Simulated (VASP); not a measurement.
Computed with LDA (Ceperley-Alder, Perdew-Zunger), VASP's LDA PAW potentials (set 64) (plane waves; VASP).

Input for VASP

File KPOINTS:
```
Automatic mesh
0
Gamma
9 9 2
0 0 0
```

### INCAR
```
! general
SYSTEM    =  MoTe2
PREC      =  Accurate
ENCUT     =  400   ! plane-wave cut-off (eV)
LREAL     =  .FALSE.   ! projection in real space or not
LASPH     =  .TRUE.

! electronic loop
EDIFF     =  1E-8
NELM      =  100   ! most electronic steps
ALGO      =  Normal   ! blocked Davidson
LMAXMIX   =  4

! smearing
ISMEAR    =  0
SIGMA     =  0.01   ! width (eV)

! ions
IBRION    =  8
NSW       =  1   ! most ionic steps

! output
LWAVE     =  .FALSE.
LCHARG    =  .FALSE.

! other
LEPSILON  =  .TRUE.
```

File POSCAR:
```
MoTe2
3.4724120
  0.5000000733  -0.8660254142   0.0000000000
  0.5000000733   0.8660254142   0.0000000000
  0.0000000000   0.0000000000   3.9481760824
Te Mo
4 2
Cart
  0.5000000733   0.2886757154   3.4795203681
  0.5000000733  -0.2886757154   1.5054323269
  0.5000000733  -0.2886757154   0.4686557143
  0.5000000733   0.2886757154   2.4427437555
  0.5000000733   0.2886757154   0.9870440206
  0.5000000733  -0.2886757154   2.9611320618
```

POTCAR, in this order: Te Mo_sv (LDA.64 set). Program: vasp_std.

The resulting files:

**OSZICAR**
```
...
RMM:  11    -0.377904704718E-01   -0.36287E-07   -0.29639E-07 11408   0.628E-05    0.185E-05
RMM:  12    -0.377904930893E-01   -0.22617E-07   -0.18815E-07 11811   0.507E-05    0.587E-06
RMM:  13    -0.377904918136E-01    0.12757E-08   -0.22458E-07 12021   0.435E-05    0.212E-06
RMM:  14    -0.377904922486E-01   -0.43500E-09   -0.20975E-07 11131   0.412E-05    0.140E-06
RMM:  15    -0.377904922482E-01    0.36685E-12   -0.18786E-07 10292   0.407E-05    0.106E-06
RMM:  16    -0.377904943957E-01   -0.21474E-08   -0.18914E-07 10068   0.407E-05    0.626E-07
RMM:  17    -0.377904938781E-01    0.51758E-09   -0.17084E-07  9865   0.408E-05    0.314E-07
RMM:  18    -0.377904950286E-01   -0.11505E-08   -0.17604E-07  9899   0.409E-05    0.397E-07
RMM:  19    -0.377904941771E-01    0.85157E-09   -0.15680E-07  9860   0.409E-05    0.148E-07
RMM:  20    -0.377904949784E-01   -0.80133E-09   -0.16751E-07  9873   0.410E-05    0.510E-07
RMM:  21    -0.377904938309E-01    0.11474E-08   -0.14998E-07  9890   0.410E-05    0.636E-07
RMM:  22    -0.377904946401E-01   -0.80915E-09   -0.16185E-07  9883   0.410E-05    0.883E-07
RMM:  23    -0.377904935747E-01    0.10654E-08   -0.14207E-07  9887   0.410E-05    0.959E-07
RMM:  24    -0.377904944180E-01   -0.84329E-09   -0.15300E-07  9885   0.410E-05    0.121E-06
RMM:  25    -0.377904935167E-01    0.90126E-09   -0.13612E-07  9910   0.410E-05    0.124E-06
RMM:  26    -0.377904943086E-01   -0.79186E-09   -0.14757E-07  9900   0.410E-05    0.147E-06
RMM:  27    -0.377904934231E-01    0.88554E-09   -0.13059E-07  9906   0.409E-05    0.154E-06
RMM:  28    -0.377904943644E-01   -0.94138E-09   -0.14386E-07  9930   0.409E-05    0.176E-06
RMM:  29    -0.377904935856E-01    0.77887E-09   -0.12987E-07  9932   0.408E-05    0.185E-06
RMM:  30    -0.377904942870E-01   -0.70138E-09   -0.14429E-07  9939   0.408E-05    0.213E-06
RMM:  31    -0.377904936654E-01    0.62151E-09   -0.13109E-07  9939   0.407E-05    0.225E-06
RMM:  32    -0.377904945442E-01   -0.87871E-09   -0.14793E-07  9931   0.407E-05    0.247E-06
RMM:  33    -0.377904938564E-01    0.68771E-09   -0.13932E-07  9934   0.406E-05    0.259E-06
RMM:  34    -0.377904946139E-01   -0.75743E-09   -0.15685E-07  9917   0.406E-05    0.280E-06
RMM:  35    -0.377904941830E-01    0.43087E-09   -0.14856E-07  9937   0.405E-05    0.290E-06
 Linear response progress:
  Degree of freedom:   2/  4
       N       E                     dE             d eps       ncg     rms          rms(c)
RMM:   1    -0.873948583201E-01   -0.87395E-01    0.23668E-02  3682   0.966E-01
RMM:   2    -0.817472040155E-01    0.56477E-02   -0.67113E-03  2429   0.292E-01    0.221E-01
RMM:   3    -0.816380654877E-01    0.10914E-03   -0.15215E-03  2402   0.130E-01    0.168E-01
RMM:   4    -0.816048991069E-01    0.33166E-04   -0.21162E-04  2388   0.524E-02    0.105E-01
RMM:   5    -0.816152730495E-01   -0.10374E-04   -0.16243E-04  2331   0.502E-02    0.676E-02
RMM:   6    -0.816018828924E-01    0.13390E-04   -0.69061E-05  2313   0.377E-02    0.718E-03
RMM:   7    -0.816030365590E-01   -0.11537E-05   -0.18906E-05  2619   0.118E-02    0.842E-03
RMM:   8    -0.816022668452E-01    0.76971E-06   -0.17762E-06  2589   0.386E-03    0.650E-03
RMM:   9    -0.816035362827E-01   -0.12694E-05   -0.11943E-06  2472   0.401E-03    0.283E-03
RMM:  10    -0.816029309915E-01    0.60529E-06   -0.19322E-07  2327   0.209E-03    0.339E-04
RMM:  11    -0.816028933126E-01    0.37679E-07   -0.16878E-06  2847   0.597E-04    0.334E-04
RMM:  12    -0.816030200194E-01   -0.12671E-06    0.55378E-08  2451   0.326E-04    0.140E-04
RMM:  13    -0.816031091231E-01   -0.89104E-07    0.34168E-08  2733   0.146E-04    0.105E-04
RMM:  14    -0.816030708600E-01    0.38263E-07   -0.20247E-08  2584   0.714E-05    0.429E-05
RMM:  15    -0.816030575487E-01    0.13311E-07    0.24359E-08  2850   0.439E-05    0.702E-06
RMM:  16    -0.816030621244E-01   -0.45757E-08   -0.58200E-08  2957   0.174E-05    0.114E-05
 Linear response progress:
  Degree of freedom:   3/  4
       N       E                     dE             d eps       ncg     rms          rms(c)
RMM:   1    -0.856965583261E+00   -0.85697E+00    0.35097E-01  5477   0.204E+01
RMM:   2    -0.680539566039E+00    0.17643E+00   -0.30533E-01  7156   0.291E+00    0.148E-01
RMM:   3    -0.687146469239E+00   -0.66069E-02   -0.22490E-02  9517   0.661E-01    0.821E-02
RMM:   4    -0.686770707632E+00    0.37576E-03   -0.91073E-04 10881   0.120E-01    0.391E-02
RMM:   5    -0.686615961255E+00    0.15475E-03   -0.29042E-04 10831   0.355E-02    0.556E-03
RMM:   6    -0.686651131802E+00   -0.35171E-04   -0.14014E-04 10709   0.144E-02    0.289E-03
RMM:   7    -0.686666031099E+00   -0.14899E-04   -0.69555E-05 10559   0.708E-03    0.127E-03
RMM:   8    -0.686677269160E+00   -0.11238E-04   -0.33126E-05 11165   0.362E-03    0.824E-04
RMM:   9    -0.686682326581E+00   -0.50574E-05   -0.17752E-05 10994   0.190E-03    0.541E-04
RMM:  10    -0.686686791492E+00   -0.44649E-05   -0.90816E-06 10009   0.125E-03    0.126E-04
RMM:  11    -0.686686731033E+00    0.60458E-07   -0.52366E-06 11477   0.673E-04    0.851E-05
RMM:  12    -0.686686352222E+00    0.37881E-06   -0.30164E-06 12892   0.385E-04    0.489E-05
RMM:  13    -0.686686432214E+00   -0.79992E-07   -0.20000E-06 12871   0.248E-04    0.445E-05
RMM:  14    -0.686686725409E+00   -0.29320E-06   -0.12004E-06 11895   0.195E-04    0.107E-05
RMM:  15    -0.686686798500E+00   -0.73091E-07   -0.74950E-07 13052   0.125E-04    0.937E-06
RMM:  16    -0.686686861883E+00   -0.63383E-07   -0.48002E-07 12925   0.960E-05    0.347E-06
RMM:  17    -0.686686908844E+00   -0.46961E-07   -0.29609E-07 12944   0.765E-05    0.151E-06
RMM:  18    -0.686686897578E+00    0.11266E-07   -0.19186E-07 12419   0.637E-05    0.381E-06
RMM:  19    -0.686686917324E+00   -0.19746E-07   -0.12581E-07 12572   0.567E-05    0.222E-06
RMM:  20    -0.686686931246E+00   -0.13923E-07   -0.94792E-08 12814   0.521E-05    0.810E-07
RMM:  21    -0.686686936560E+00   -0.53132E-08   -0.56026E-08 12358   0.487E-05    0.677E-07
 Linear response progress:
  Degree of freedom:   4/  4
       N       E                     dE             d eps       ncg     rms          rms(c)
RMM:   1    -0.992728952104E+00   -0.99273E+00    0.75517E-01  1687   0.209E+01
RMM:   2    -0.818617717350E+00    0.17411E+00   -0.31091E-01  2108   0.267E+00    0.176E-01
RMM:   3    -0.824486368420E+00   -0.58687E-02   -0.23385E-02  2496   0.611E-01    0.946E-02
RMM:   4    -0.823750248164E+00    0.73612E-03   -0.13572E-03  2727   0.112E-01    0.437E-02
RMM:   5    -0.823555338432E+00    0.19491E-03   -0.37457E-04  2980   0.325E-02    0.219E-02
RMM:   6    -0.823455487344E+00    0.99851E-04    0.13188E-06  2758   0.125E-02    0.446E-03
RMM:   7    -0.823481855687E+00   -0.26368E-04    0.98803E-06  2764   0.651E-03    0.266E-03
RMM:   8    -0.823489028447E+00   -0.71728E-05    0.14929E-05  2740   0.324E-03    0.135E-03
RMM:   9    -0.823496274710E+00   -0.72463E-05    0.38593E-06  3009   0.172E-03    0.653E-04
RMM:  10    -0.823496040022E+00    0.23469E-06    0.83656E-06  2902   0.775E-04    0.287E-04
RMM:  11    -0.823494543859E+00    0.14962E-05    0.47103E-06  2706   0.508E-04    0.115E-04
RMM:  12    -0.823494449381E+00    0.94478E-07    0.21849E-06  3158   0.240E-04    0.377E-05
RMM:  13    -0.823494789373E+00   -0.33999E-06   -0.33413E-07  3013   0.112E-04    0.284E-05
RMM:  14    -0.823494907884E+00   -0.11851E-06    0.12016E-07  2985   0.642E-05    0.176E-05
RMM:  15    -0.823494958767E+00   -0.50882E-07   -0.33953E-07  2872   0.450E-05    0.787E-06
RMM:  16    -0.823494938880E+00    0.19886E-07   -0.19605E-08  2903   0.293E-05    0.485E-06
RMM:  17    -0.823494956253E+00   -0.17373E-07   -0.20552E-07  3172   0.195E-05    0.206E-06
RMM:  18    -0.823494958413E+00   -0.21604E-08   -0.34912E-08  2644   0.146E-05    0.112E-06
 Linear response finished
```

OUTCAR:
```
------------------------ aborting loop because EDIFF is reached ----------------------------------------

 HEAD OF MICROSCOPIC STATIC DIELECTRIC TENSOR (INDEPENDENT PARTICLE, excluding Hartree and local field effects)
 ------------------------------------------------------
          21.492077     0.000000     0.000000
           0.000000    21.492072     0.000000
           0.000000     0.000000    16.050232
 ------------------------------------------------------

 MACROSCOPIC STATIC DIELECTRIC TENSOR (including local field effects in DFT)
 ------------------------------------------------------
          20.376515     0.000000     0.000000
           0.000000    20.376509     0.000000
           0.000000    -0.000000    12.779936
 ------------------------------------------------------

 PIEZOELECTRIC TENSOR (including local field effects)  for field in x, y, z        (e  Angst)
          XX          YY          ZZ          XY          YZ          ZX
  --------------------------------------------------------------------------------
  x     0.00000     0.00000     0.00000     0.00000     0.00000     0.00000
  y     0.00000     0.00000     0.00000     0.00000     0.00000     0.00000
  z     0.00000     0.00000     0.00000     0.00000     0.00000     0.00000

 PIEZOELECTRIC TENSOR (including local field effects)  for field in x, y, z        (C/m^2)
          XX          YY          ZZ          XY          YZ          ZX
  --------------------------------------------------------------------------------
  x     0.00000     0.00000     0.00000     0.00000     0.00000     0.00000
  y     0.00000     0.00000     0.00000     0.00000     0.00000     0.00000
  z     0.00000     0.00000     0.00000     0.00000     0.00000     0.00000

 BORN EFFECTIVE CHARGES (including local field effects) (in |e|, cummulative output)
 ---------------------------------------------------------------------------------
 ion    1
    1     1.65541     0.00000    -0.00000
    2     0.00000     1.65541    -0.00000
    3     0.00000     0.00000     0.96066
 ion    2
    1     1.65541     0.00000     0.00000
    2     0.00000     1.65541     0.00000
    3    -0.00000    -0.00000     0.96066
 ion    3
    1     1.65541     0.00000    -0.00000
    2     0.00000     1.65541     0.00000
    3     0.00000     0.00000     0.96066
 ion    4
    1     1.65541     0.00000     0.00000
    2     0.00000     1.65541     0.00000
    3    -0.00000    -0.00000     0.96066
 ion    5
    1    -3.31082    -0.00000     0.00000
    2     0.00000    -3.31082    -0.00000
    3     0.00000     0.00000    -1.92132
 ion    6
    1    -3.31082     0.00000     0.00000
    2     0.00000    -3.31082    -0.00000
    3     0.00000     0.00000    -1.92132

   1 f  =    8.893287 THz    55.878171 2PiTHz  296.648125 cm-1    36.779663 meV
             X         Y         Z           dx          dy          dz
      1.736206  1.002401 12.082328    -0.000000    0.000000   -0.261827
      1.736206 -1.002401  5.227481     0.000000    0.000000    0.261827
      1.736206 -1.002401  1.627366    -0.000000    0.000000    0.261827
      1.736206  1.002401  8.482213    -0.000000    0.000000   -0.261827
      1.736206  1.002401  3.427424    -0.000000    0.000000   -0.602406
      1.736206 -1.002401 10.282271     0.000000   -0.000000    0.602406

   2 f  =    8.685766 THz    54.574276 2PiTHz  289.725962 cm-1    35.921425 meV
             X         Y         Z           dx          dy          dz
      1.736206  1.002401 12.082328    -0.000000   -0.000000    0.261174
      1.736206 -1.002401  5.227481     0.000000   -0.000000    0.261174
      1.736206 -1.002401  1.627366    -0.000000   -0.000000    0.261174
      1.736206  1.002401  8.482213    -0.000000   -0.000000    0.261174
      1.736206  1.002401  3.427424    -0.000000   -0.000000   -0.602972
      1.736206 -1.002401 10.282271     0.000000    0.000000   -0.602972

   3 f  =    7.165372 THz    45.021362 2PiTHz  239.011094 cm-1    29.633586 meV
             X         Y         Z           dx          dy          dz
      1.736206  1.002401 12.082328    -0.258818    0.000000    0.000000
      1.736206 -1.002401  5.227481     0.258818   -0.000000   -0.000000
      1.736206 -1.002401  1.627366     0.258818   -0.000000    0.000000
      1.736206  1.002401  8.482213    -0.258818    0.000000   -0.000000
      1.736206  1.002401  3.427424    -0.605001    0.000000    0.000000
      1.736206 -1.002401 10.282271     0.605001   -0.000000    0.000000

   4 f  =    7.165371 THz    45.021356 2PiTHz  239.011062 cm-1    29.633582 meV
             X         Y         Z           dx          dy          dz
      1.736206  1.002401 12.082328    -0.000000   -0.258818    0.000000
      1.736206 -1.002401  5.227481     0.000000    0.258818    0.000000
      1.736206 -1.002401  1.627366     0.000000    0.258818   -0.000000
      1.736206  1.002401  8.482213    -0.000000   -0.258818    0.000000
      1.736206  1.002401  3.427424    -0.000000   -0.605001   -0.000000
      1.736206 -1.002401 10.282271     0.000000    0.605001    0.000000

   5 f  =    7.162083 THz    45.000693 2PiTHz  238.901364 cm-1    29.619981 meV
             X         Y         Z           dx          dy          dz
      1.736206  1.002401 12.082328    -0.261162   -0.000000   -0.000000
      1.736206 -1.002401  5.227481    -0.261162   -0.000000   -0.000000
      1.736206 -1.002401  1.627366    -0.261162   -0.000000    0.000000
      1.736206  1.002401  8.482213    -0.261162   -0.000000    0.000000
      1.736206  1.002401  3.427424     0.602984    0.000000    0.000000
      1.736206 -1.002401 10.282271     0.602984    0.000000   -0.000000

   6 f  =    7.162082 THz    45.000687 2PiTHz  238.901332 cm-1    29.619977 meV
             X         Y         Z           dx          dy          dz
      1.736206  1.002401 12.082328     0.000000   -0.261162   -0.000000
      1.736206 -1.002401  5.227481     0.000000   -0.261162   -0.000000
      1.736206 -1.002401  1.627366     0.000000   -0.261162    0.000000
      1.736206  1.002401  8.482213     0.000000   -0.261162    0.000000
      1.736206  1.002401  3.427424    -0.000000    0.602984   -0.000000
      1.736206 -1.002401 10.282271    -0.000000    0.602984    0.000000
...
```
(Selected blocks of OUTCAR.)

**OUTCAR**
```
 val. band max:        8.6557613977   @ k =   0.0000   0.0000   0.0000

 cond. band min:       9.3327832771   @ k =   0.2222   0.2222   0.0000


 Fermi energy:         8.7523057606

 k-point     1 :       0.0000    0.0000    0.0000
  band No.  band energies     occupation
      1     -51.8106      2.00000
      2     -51.8106      2.00000
      3     -26.2011      2.00000
      4     -26.2009      2.00000
      5     -26.0318      2.00000
      6     -26.0318      2.00000
      7     -26.0314      2.00000
      8     -26.0314      2.00000
      9      -4.6766      2.00000
     10      -4.2717      2.00000
     11      -3.8204      2.00000
     12      -3.1897      2.00000
     13       2.4784      2.00000
     14       3.9857      2.00000
     15       5.2676      2.00000
     16       6.7614      2.00000
     17       6.7614      2.00000
     18       6.7802      2.00000
     19       6.7802      2.00000
     20       7.4231      2.00000
     21       7.5710      2.00000
     22       7.5711      2.00000
     23       7.6139      2.00000
     24       7.6140      2.00000
     25       8.4384      2.00000
     26       8.6558      2.00000
     27      11.6313      0.00000
     28      11.6313      0.00000
     29      11.7960      0.00000
     30      11.7980      0.00000
     31      11.8581      0.00000

 k-point     2 :       0.1111    0.0000    0.0000
  band No.  band energies     occupation
      1     -51.8092      2.00000
      2     -51.8092      2.00000
      3     -26.1970      2.00000
      4     -26.1970      2.00000
      5     -26.0501      2.00000
      6     -26.0500      2.00000
      7     -26.0360      2.00000
      8     -26.0358      2.00000
      9      -4.4931      2.00000
     10      -4.0911      2.00000
     11      -3.6838      2.00000
     12      -3.0735      2.00000
     13       2.6804      2.00000
     14       4.1758      2.00000
     15       5.1818      2.00000
     16       6.3651      2.00000
     17       6.4089      2.00000
...
```

The dielectric response may not be converged in the k-mesh; for small gaps it tends to come out too large. Unless said otherwise, spin-orbit coupling is left out, though it shifts the bands of the heavy elements here.

The compound is MoTe2 in the 2H layered structure. It was relaxed first.
